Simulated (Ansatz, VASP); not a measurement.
# Li23Sn12F72 (V_Li hop (2.8 A)): VASP beside Ansatz, part 2 of 2

One calculation is typed for both programs; each brings its own data sets. How far apart do they land? The Ansatz run is a path of several images between two structures; VASP solves its first image, and the two are compared there.

VASP 6.6.1 and Ansatz 0.2.0.

So far: Starting point; Ansatz: path of images, PBEsol.

## Step 3: VASP: single point, PBEsol

Level of this step: PBEsol; plane waves and PAW (Li_sv, Sn_d, F) (VASP).

The same cell, functional and mesh now go to VASP, with its own data sets.

Lines of VASP's logs that name or quote its potential files are left out, and so is its time.

INCAR reads:

```
SYSTEM = Li23Sn12F72
PREC = Accurate
ENCUT = 650
EDIFF = 1E-06
NELM = 120
ISMEAR = 0
SIGMA = 0.01
LREAL = Auto
ALGO = Normal
GGA = PS
NELECT = 742
NBANDS = 445
LORBIT = 11
LWAVE = .FALSE.
LCHARG = .FALSE.
ISIF = 2
ISYM = 0
LASPH = .TRUE.
GGA_COMPAT = .FALSE.
EFERMI = MIDGAP
```

POSCAR reads:

```
Li23Sn12F72
1.0
    9.9260037726      0.0000000584      0.0000000000
   -4.9630019369      8.5961713960      0.0000000000
    0.0000000000      0.0000000000     13.6941083954
Li Sn F
23 12 72
Direct
    0.3331210027      0.1657725184      0.1671921190
    0.1673237121      0.3331386565      0.1680824288
[... 1 atom line left out ...]
    0.1770716066      0.3539241890      0.4997259991
[... 2 atom lines left out ...]
    0.3331708843      0.6664064403      0.1689358616
[... 1 atom line left out ...]
    0.1770005025      0.8225248967      0.4996675068
    0.3331315254      0.6662640514      0.8304585937
[... 3 atom lines left out ...]
    0.8339408051      0.1656037189      0.4996517336
[... 4 atom lines left out ...]
    0.6663588811      0.8336407723      0.1680704529
    0.8338864398      0.6677915885      0.4997037998
    0.6455326202      0.8225475781      0.4996835721
[... 1 atom line left out ...]
    0.6663551211      0.8321498760      0.8313275805
[... 1 atom line left out ...]
    0.9998436549      0.9996655488      0.3342011665
    0.9998782796      0.9996425153      0.6651716006
[... 4 atom lines left out ...]
    0.5008998530      0.0002411505      0.3328860754
    0.4992769572      0.0001511104      0.6664840628
[... 1 atom line left out ...]
    0.4993488039      0.4986554797      0.3328821321
    0.5009079734      0.5001884877      0.6664891015
[... 7 atom lines left out ...]
    0.3378619342      0.3360721706      0.5827606128
    0.3378311060      0.0012457849      0.4166453073
[... 1 atom line left out ...]
    0.9983631729      0.3361985083      0.4166734215
    0.9995875421      0.1629302088      0.5822576958
[... 7 atom lines left out ...]
    0.3379067794      0.8390861057      0.2461720692
[... 1 atom line left out ...]
    0.1604594617      0.4983683774      0.2461863820
[... 2 atom lines left out ...]
    0.1579736808      0.6653715622      0.4122790500
    0.3343092157      0.8415135817      0.5870011955
    0.3343849498      0.4922150555      0.4124098362
    0.1580158938      0.4922783407      0.5869737385
    0.9995270249      0.8360801186      0.4171062354
    0.9983466750      0.6616225687      0.5826975200
    0.1604487334      0.6615791762      0.7532203413
[... 1 atom line left out ...]
    0.3379212909      0.4983221929      0.7532381592
[... 6 atom lines left out ...]
    0.6640241246      0.0028875601      0.2454937483
[... 2 atom lines left out ...]
    0.6646009389      0.1657914780      0.4163094694
[... 1 atom line left out ...]
    0.8365185272      0.9999707953      0.4170667294
    0.6633356452      0.0011898275      0.5827107373
    0.5011707839      0.3349603955      0.4163288938
    0.5011055109      0.1656632825      0.5830503724
[... 2 atom lines left out ...]
    0.8374474126      0.9991761392      0.7513436219
[... 4 atom lines left out ...]
    0.8373849979      0.8377050223      0.2480555800
[... 3 atom lines left out ...]
    0.5011689169      0.6616714243      0.2461912015
    0.6634390290      0.6617394767      0.4166299722
    0.8364697978      0.8360577774      0.5823195472
[... 1 atom line left out ...]
    0.6645801557      0.4983276582      0.5830738862
    0.5073254935      0.8416500366      0.4123609831
    0.5072675063      0.6651607683      0.5870053579
    0.6640676197      0.6606527138      0.7538796760
[... 3 atom lines left out ...]
    0.5011607193      0.8390541136      0.7532485286
    0.4998556080      0.6631100880      0.9156913789
```

KPOINTS reads:

```
Points of the shifted mesh
1
Reciprocal
 0.2500000000  0.2500000000  0.2500000000 1
```

The projector-augmented-wave data sets are Li_sv, Sn_d and F (PBE family, release 64).

On the command line:

```console
> export OMP_NUM_THREADS=4
> mpirun -np 1 vasp_std
```

Numbers of over 12 decimals in the logs are rounded to 6 here.

Output:

```text
[banner, memory and clock lines left out]
running    1 mpi-ranks, on    1 nodes
[...]
Offloading initialized ...    1 GPUs detected
[...]
|                                                                             |
|               ----> ADVICE to this user running VASP <----                  |
|                                                                             |
|     You enforced a specific xc type in the INCAR file but a different       |
|     [... a line on the potential file left out ...]
|     I HOPE YOU KNOW WHAT YOU ARE DOING!                                     |
|                                                                             |

 LDA part: xc-table for (Slater+PW92), standard interpolation
 POSCAR, INCAR and KPOINTS ok, starting setup
[...]
entering main loop
       N       E                     dE             d eps       ncg     rms          rms(c)
DAV:   1     0.166630924565E+05    0.16663E+05   -0.34849E+05   890   0.253E+03
DAV:   2     0.234536791681E+04   -0.14318E+05   -0.13739E+05   994   0.774E+02
DAV:   3    -0.301458794894E+03   -0.26468E+04   -0.25733E+04   935   0.312E+02
DAV:   4    -0.552028361850E+03   -0.25057E+03   -0.24619E+03  1100   0.971E+01
DAV:   5    -0.574271027736E+03   -0.22243E+02   -0.22134E+02  1452   0.250E+01BRMIX: very serious problems
 the old and the new charge density differ
 old charge density:   741.00000 new  742.00000
    0.427E+01
DAV:   6    -0.528350180306E+03    0.45921E+02   -0.18308E+02  1412   0.424E+01    0.189E+01
DAV:   7    -0.527844341613E+03    0.50584E+00   -0.15779E+01  1380   0.811E+00    0.965E+00
DAV:   8    -0.527246844883E+03    0.59750E+00   -0.21597E+00  1220   0.376E+00    0.301E+00
DAV:   9    -0.527271450304E+03   -0.24605E-01   -0.51985E-01  1340   0.187E+00    0.590E-01
[...]
DAV:  16    -0.527300563124E+03    0.38802E-05   -0.25865E-05  1212   0.224E-02    0.703E-03
DAV:  17    -0.527300561128E+03    0.19965E-05   -0.91142E-06  1180   0.120E-02    0.709E-03
DAV:  18    -0.527300560340E+03    0.78747E-06   -0.43735E-06   860   0.952E-03
   1 F= -.52730056E+03 E0= -.52730056E+03  d E =0.000000E+00
```

From OUTCAR (step 3):

```text
  FREE ENERGIE OF THE ION-ELECTRON SYSTEM (eV)
  ---------------------------------------------------
  free  energy   TOTEN  =      -527.3005603401 eV

  energy  without entropy=     -527.3005603401  energy(sigma->0) =     -527.30056034
```

The run ends at a pressure of 1.40 GPa, with forces up to 0.14 eV/Å.

## Step 4: Differences

Known differences besides the potentials themselves: fixed occupations in Ansatz, narrow Gaussian smearing in VASP; the cutoff is 420 eV in Ansatz and 650 eV in VASP (PREC = Accurate, projectors in real space); Ansatz makes its cores anew for this functional, VASP keeps those of its PBE data sets. Total energies have different zeros and are not compared.

Forces on 7 of the 107 atoms, those with the largest forces and the largest differences (eV/Å; atoms numbered as in POSCAR):

| atom | Ansatz x, y, z | VASP x, y, z |
| --- | --- | --- |
| F60 | 0.002, -0.003, -0.003 | 0.051, 0.101, 0.073 |
| F61 | 0.001, 0.001, 0.005 | -0.063, -0.093, -0.073 |
| F62 | -0.001, 0.002, -0.005 | -0.114, -0.010, 0.073 |
| F63 | -0.002, 0.000, 0.005 | 0.112, -0.010, -0.073 |
| F64 | 0.005, 0.001, 0.002 | 0.056, -0.086, 0.073 |
| F100 | -0.003, -0.001, -0.004 | 0.062, -0.095, 0.074 |
| F101 | -0.001, -0.001, 0.004 | -0.050, 0.104, -0.074 |

The forces differ by 54 meV/Å r.m.s., where the r.m.s. force is 0.003 eV/Å in Ansatz and 0.054 eV/Å in VASP: the atoms lie near their places of rest in Ansatz, so a percentage would say little (all taken over all components). The cell carries a charge of -1 e against a uniform background, so its pressure also hangs on how the neutralising background is counted, and in a defect's cell a gap may be the spacing between its levels.

## Step 5: Outcome

```
r.m.s. force difference (single point, PBEsol) : 54 meV/Å
```

**Reading.** The r.m.s. force difference is 54 meV/Å (single point, PBEsol), beyond the 12 meV/Å picked in this series as the mark of a large difference. What causes the difference of the single point, PBEsol pair stays open here. 4 further runs of this series are not shown here. How closely two codes agree says nothing of how well the functional describes the real material.

[Lines on the potential files, build, host, timing and source positions are cut from VASP's logs without a mark.]

[Logs are printed without paths, hosts, clocks, repeated set-up lines and the standing remarks that a program may print on its own settings, such as how far it seeks lower states.]

[Hosts, paths, dates, database ids (printed as entryN), source tags and the programs' standing remarks are cut or masked in the printed files.]
